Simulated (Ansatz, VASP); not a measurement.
**Mo9Ru61 in two plane-wave programs**

Wanted: the spread between two codes on one cell, functional and k mesh. The cell is taken from a series of runs on this material, whose earlier steps may have relaxed, scaled, displaced or heated it; both programs get it as it stands.

Method: plane waves, with VASP 6.6.1 beside it; single point at PBE, in Ansatz 0.2.0.

## 1. The starting structure

The cell holds 70 atoms: 9 Mo and 61 Ru. Its edges and angles: a = 9.236 Å, b = 5.450 Å, c = 22.297 Å, α = 90.0°, β = 90.0°, γ = 63.7°. It derives from Ru. Two grains of Ru, mirror images, two boundaries a cell, the joint chosen and relaxed with the MACE-MP-0b2 potential; the cell scaled by Vegard's rule for 9 Mo among 70 atoms, 7 of them put at random on the 23 sites nearest the other grain and the rest on the 23 sites farthest from it; atoms relaxed with that potential at fixed cell. Lattice constants are starting values near those of PBE. The structure's axis is c.

## 2. VASP: single point, PBE

With cell and atoms fixed, the geometry can't cause a difference; cores, projectors, grids and the points listed under the comparison can.

Lines of VASP's logs that name or quote its potential files are left out, and so is its time.

File INCAR:

```
SYSTEM = Mo9Ru61
PREC = Accurate
ENCUT = 400
EDIFF = 1E-06
NELM = 120
ISMEAR = -1
SIGMA = 0.1
LREAL = Auto
ALGO = Normal
GGA = PE
NBANDS = 568
LASPH = .TRUE.
LORBIT = 11
LWAVE = .FALSE.
LCHARG = .FALSE.
ISIF = 2
GGA_COMPAT = .FALSE.
KPAR = 4
```

File POSCAR:

```
Mo9Ru61
1.0
    9.2355600000      0.0000000000      0.0000000000
    2.4124000000      4.8874100000      0.0000000000
    0.0000000000      0.0000000000     22.2965500000
Mo Ru
9 61
Direct
    0.2271000000      0.0721600000      0.9971300000
    0.4960000000      0.1441200000      0.0553400000
    0.4434700000      0.1679200000      0.5001800000
    0.9684000000      0.7732000000      0.1660000000
    0.7075800000      0.9702700000      0.3377400000
    0.1829700000      0.6076500000      0.4402600000
    0.4416800000      0.6693800000      0.4999300000
    0.9333700000      0.7997500000      0.9422400000
    0.6742200000      0.7469100000      0.5648600000
    0.9450200000      0.2877000000      0.0563800000
    0.1971800000      0.3514800000      0.1027400000
    0.7276000000      0.2090600000      0.1127800000
    0.4343200000      0.4340300000      0.1583000000
    0.9779400000      0.2672400000      0.1725200000
    0.6748400000      0.4948200000      0.2134600000
    0.2214900000      0.3357500000      0.2231100000
    0.9204200000      0.0590900000      0.2706600000
    0.4632100000      0.4066100000      0.2793700000
    0.1683300000      0.1222000000      0.3241600000
    0.6985000000      0.4739500000      0.3319100000
    0.4119800000      0.1878800000      0.3804200000
    0.9530100000      0.0381900000      0.3910800000
    0.6684800000      0.2511000000      0.4389400000
    0.1925300000      0.1036000000      0.4452600000
    0.9068100000      0.3182600000      0.5019700000
    0.9274600000      0.3079100000      0.9514200000
    0.4845700000      0.1285900000      0.9429000000
    0.1816100000      0.3625100000      0.8947900000
    0.7186300000      0.2149300000      0.8853100000
    0.4245200000      0.4282900000      0.8411400000
    0.9688000000      0.2731200000      0.8293200000
    0.6723400000      0.4952300000      0.7852100000
    0.2170000000      0.3339200000      0.7752400000
    0.9232700000      0.0615700000      0.7286700000
    0.4616700000      0.4027700000      0.7218500000
    0.1678000000      0.1209200000      0.6764900000
    0.7073000000      0.4674800000      0.6675400000
    0.4130500000      0.1915600000      0.6202100000
    0.9547800000      0.0349100000      0.6093600000
    0.6700900000      0.2501700000      0.5637100000
    0.1950800000      0.1043600000      0.5582500000
    0.2300400000      0.5771400000      0.9976800000
    0.9428800000      0.7873500000      0.0499300000
    0.4926900000      0.6399100000      0.0512300000
    0.1960300000      0.8495500000      0.1026000000
    0.7243600000      0.7026500000      0.1122000000
    0.4343100000      0.9241500000      0.1585000000
    0.6724400000      0.9966900000      0.2155800000
    0.2167300000      0.8382700000      0.2230200000
    0.9216100000      0.5599700000      0.2705800000
    0.4637000000      0.8978700000      0.2795300000
    0.1652900000      0.6259000000      0.3216000000
    0.4086200000      0.6910800000      0.3807200000
    0.9519200000      0.5309200000      0.3912700000
    0.6676500000      0.7447400000      0.4394500000
    0.9063600000      0.8257600000      0.5012700000
    0.4839200000      0.6322600000      0.9405400000
    0.1793800000      0.8653300000      0.8941900000
    0.7178000000      0.7087600000      0.8857300000
    0.4302900000      0.9245300000      0.8392800000
    0.9687300000      0.7721100000      0.8253700000
    0.6710200000      0.9961200000      0.7864000000
    0.2176200000      0.8376600000      0.7756200000
    0.9205300000      0.5553600000      0.7287000000
    0.4633000000      0.9034800000      0.7211000000
    0.1640400000      0.6294300000      0.6773500000
    0.7083900000      0.9727700000      0.6680700000
    0.4139700000      0.6909600000      0.6206600000
    0.9585200000      0.5321800000      0.6100000000
    0.1950700000      0.6078400000      0.5546100000
```

File KPOINTS:

```
Automatic mesh
0
Gamma
2 3 1
0 0 0
```

The projector-augmented-wave data sets are Mo_sv and Ru_pv (PBE family, release 64).

Launch:

```
mpirun -np 8 vasp_std
```

Numbers of over 12 decimals in the logs are rounded to 6 here.

Output:

```text
[banner, memory and clock lines left out]
running    8 mpi-ranks, on    1 nodes
[...]
|                                                                             |
|           W    W    AA    RRRRR   N    N  II  N    N   GGGG   !!!           |
|           W    W   A  A   R    R  NN   N  II  NN   N  G    G  !!!           |
|           W    W  A    A  R    R  N N  N  II  N N  N  G       !!!           |
|           W WW W  AAAAAA  RRRRR   N  N N  II  N  N N  G  GGG   !            |
|           WW  WW  A    A  R   R   N   NN  II  N   NN  G    G                |
|           W    W  A    A  R    R  N    N  II  N    N   GGGG   !!!           |
|                                                                             |
|     For optimal performance we recommend to set                             |
|       NCORE = 2 up to number-of-cores-per-socket                            |
|     NCORE specifies how many cores store one orbital (NPAR=cpu/NCORE).      |
|     This setting can greatly improve the performance of VASP for DFT.       |
[...]
|                                                                             |
|        The reciprocal lattice is simple monoclinic,                         |
|        whereas your k-lattice is base centered orthorhombic.                |
|                                                                             |
|     Results are often still useful ...                                      |
|                                                                             |

 POSCAR, INCAR and KPOINTS ok, starting setup
[...]
entering main loop
       N       E                     dE             d eps       ncg     rms          rms(c)
DAV:   1     0.119663689738E+05    0.11966E+05   -0.51092E+05  4728   0.158E+03
DAV:   2    -0.367795693049E+02   -0.12003E+05   -0.11696E+05  4640   0.553E+02
DAV:   3    -0.661745463164E+03   -0.62497E+03   -0.58633E+03  6136   0.116E+02
DAV:   4    -0.699882218582E+03   -0.38137E+02   -0.36816E+02  5608   0.206E+01
[...]
DAV:  37    -0.655261717268E+03    0.12706E-05   -0.41599E-05  6056   0.174E-02    0.280E-02
DAV:  38    -0.655261712284E+03    0.49838E-05   -0.12810E-05  5064   0.112E-02    0.137E-02
DAV:  39    -0.655261712159E+03    0.12523E-06   -0.30204E-06  3600   0.474E-03
   1 F= -.65526171E+03 E0= -.65419944E+03  d E =-.212455E+01
```

OUTCAR, selected parts (step 2):

```text
 POSITION                                       TOTAL-FORCE (eV/Angst)
 -----------------------------------------------------------------------------------
      2.27147      0.35268     22.23256         0.865338     -0.093369     -0.006517
      4.92851      0.70437      1.23389        -0.104702     -0.294449      0.003769
      4.50078      0.82069     11.15229         0.011463     -0.000024     -0.027585
     10.80898      3.77895      3.70123         0.368688     -0.123468      1.199885
      8.87558      4.74211      7.53044         0.011268     -0.157581     -0.701539
      3.15573      2.96983      9.81628         0.597878     -0.190335      0.385783
      5.69397      3.27153     11.14671        -0.197240      0.055290      0.267539
     10.54951      3.90871     21.00870        -0.065408      0.055753      0.444051
      8.02864      3.65046     12.59443        -0.290254      0.049291     -0.044417
      9.42184      1.40611      1.25708        -0.167078      0.164445     -0.436886
      2.66898      1.71783      2.29075        -0.278553      0.135291     -0.376045
      7.22413      1.02176      2.51460        -0.141528     -0.121876      0.278685
      5.05824      2.12128      3.52954        -0.389705     -0.231882      0.104067
      9.67651      1.30611      3.84660        -0.181801      0.079163     -0.421017
[...]
-----------------------------------------------------------------------------------
    total drift:                               -0.006763     -0.023215     -0.004517

  FREE ENERGIE OF THE ION-ELECTRON SYSTEM (eV)
  ---------------------------------------------------
  free  energy   TOTEN  =      -655.2617121590 eV

  energy  without entropy=     -653.1371642906  energy(sigma->0) =     -654.19943822
```

The run ends at a pressure of -1.36 GPa, with forces up to 1.3 eV/Å.

(Part 1 of 2 ends here.)

[Lines on the potential files, build, host, timing and source positions are cut from VASP's logs without a mark.]

[Logs are printed without paths, hosts, clocks, repeated set-up lines and the standing remarks that a program may print on its own settings, such as how far it seeks lower states.]

[Hosts, paths, dates, database ids (printed as entryN), source tags and the programs' standing remarks are cut or masked in the printed files.]
